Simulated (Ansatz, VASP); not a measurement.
**InRu2 in VASP and in Ansatz**

Contents of INCAR:

```
PREC = Accurate
ENCUT = 600
EDIFF = 1E-6
ISMEAR = 0
SIGMA = 0.1
LREAL = F
LASPH = T
NELM = 80
ALGO = Normal
ISIF = 3
LWAVE = F
LCHARG = F
GGA = PE
IBRION = 2
NSW = 90
EDIFFG = -0.04
```

KPOINTS

```
Automatic mesh
0
Gamma
  6 6 2
```

The input POSCAR:

```
InRu2
1.0
    2.5377277700      0.0000000000      0.0000000000
   -1.2688638900      2.1977367200      0.0000000000
    0.0000000000      0.0000000000     12.4911177200
In Ru
1 2
Direct
    0.0000000000      0.0000000000      0.0000000000
    0.3333333300      0.6666666700      0.8978554600
    0.3333333300      0.6666666700      0.1021445400
```

Input for Ansatz:

```yaml
crystal:
  lattice:
    - [2.53772777, 0.0, 0.0]
    - [-1.26886389, 2.19773672, 0.0]
    - [0.0, 0.0, 12.49111772]
  atoms:
    - { symbol: In, position: [0.0, 0.0, 0.0] }
    - { symbol: Ru, position: [0.33333333, 0.66666667, 0.89785546] }
    - { symbol: Ru, position: [0.33333333, 0.66666667, 0.10214454] }
basis:
  ecutwfc: 420
kpoints:
  mp_grid: { grid: [6, 6, 2] }
hamiltonian:
  xc: pbe
scf:
  occupations: { method: gaussian, width: 0.1 }
  lower_state_search: "off"
output:
  forces: true
  stress: true
  eigenvalues: true
relax:
  adjacent_minimum: "off"
  f_tol: 0.04
  max_steps: 70
  cell: { stress_tol: 0.4 }
```

Change from the starting cell: species swapped into the Te2Mo type (P-6m2, No. 187).

Alike in both runs: task relaxation of cell and atoms; functional PBE; k mesh 6 × 6 × 2; occupations gaussian, width 0.1 eV; no spin polarisation.

|  | VASP | Ansatz |
| --- | --- | --- |
| version | VASP 6.6.1 | Ansatz 0.2.0 |
| potentials or method | VASP PAW PBE potentials, release 64 (In_d, Ru_pv) | scalar-relativistic, plane waves, PAW |
| plane-wave cutoff (eV) | 600 | 420 |
| valence electrons in the cell | 41 | 45 |

|  | VASP | Ansatz | Ansatz less VASP |
| --- | --- | --- | --- |
| gap on the k mesh at the Fermi level, each at its own relaxed structure (eV) | none | none | - |
| relaxed volume (Å³/atom) | 24.89 | 30.34 | +5.445 |
| relaxed cell length with the largest relative difference (Å) | 10.924 | 13.338 | +2.4140 |
| energy change over the relaxation (meV/atom) | -11958 | -11850 | +108.6 |

A gap of «none» marks a metal or a gap that the smearing closes. One of these differences is far larger than is usual between the two programs; its cause wasn't traced. The two sets of potentials don't hold the same shells in valence.

Caveats: the k mesh is coarse (spacing up to 0.48 Å⁻¹), so the values aren't converged.
